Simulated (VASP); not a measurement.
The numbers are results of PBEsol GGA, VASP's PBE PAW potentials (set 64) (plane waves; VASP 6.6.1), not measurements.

A VASP calculation is set up with these files.

**POSCAR**
```
Mg(100) slab
1.0
  5.0914326668   0.0000000000   0.0000000000
  0.0000000000   3.1909174511   0.0000000000
  0.0000000000   0.0000000000  25.9644923174
Mg
8
Cartesian
  1.2728581667   1.5954587255   9.2977029474
  3.8185745001   0.0000000000   8.3765606535
  1.2728581667   0.0000000000  12.0611038648
  3.8185745001   1.5954587255  11.1399615708
  1.2728581667   1.5954587255  14.8245307466
  3.8185745001   0.0000000000  13.9033884526
  1.2728581667   0.0000000000  17.5879316639
  3.8185745001   1.5954587255  16.6667893700
```

INCAR:
```
SYSTEM  =  Mg(100) slab
PREC  =  Normal; ENCUT  =  400; LREAL  =  F
LASPH  =  T
EDIFF  =  1E-5; NELM  =  100; NELMIN  =  4
ALGO  =  Normal
ISMEAR  =  1; SIGMA  =  0.1
GGA  =  PS
IBRION  =  2; NSW  =  50; ISIF  =  2
EDIFFG  =  -0.03
LWAVE  =  T; LCHARG  =  F
DIPOL  =  0.5 0.5 0.5
LDIPOL  =  T; IDIPOL  =  3
```

KPOINTS:
```
Automatic mesh
0
Gamma
6 9 1
0 0 0
```

POTCAR, in this order: Mg (PBE.64 set). Program: vasp_std.

### Question
Estimate the energy per atom (σ→0), band gap (on the k-mesh).

### Answer

```json
{
  "energy per atom (σ→0)": "-149.3 kJ/mol of atoms",
  "band gap (on the k-mesh)": "none (metal, semimetal or under 0.01 eV)"
}
```

File OSZICAR:
```
...
   8 F= -.12375653E+02 E0= -.12374338E+02  d E =-.100080E-02
       N       E                     dE             d eps       ncg     rms          rms(c)
DAV:   1    -0.123773996222E+02   -0.17502E-02   -0.90751E-02   525   0.202E+00    0.571E-02
DAV:   2    -0.123775794505E+02   -0.17983E-03   -0.32791E-03   666   0.358E-01    0.325E-02
DAV:   3    -0.123776137637E+02   -0.34313E-04   -0.31336E-04   716   0.114E-01    0.200E-02
DAV:   4    -0.123776341340E+02   -0.20370E-04   -0.53210E-05   651   0.435E-02    0.545E-03
DAV:   5    -0.123776351746E+02   -0.10406E-05   -0.99695E-06   441   0.177E-02
   9 F= -.12377635E+02 E0= -.12376599E+02  d E =-.298317E-02
```

The cell is a thin slab with vacuum, built from Mg (hcp): (100) face.
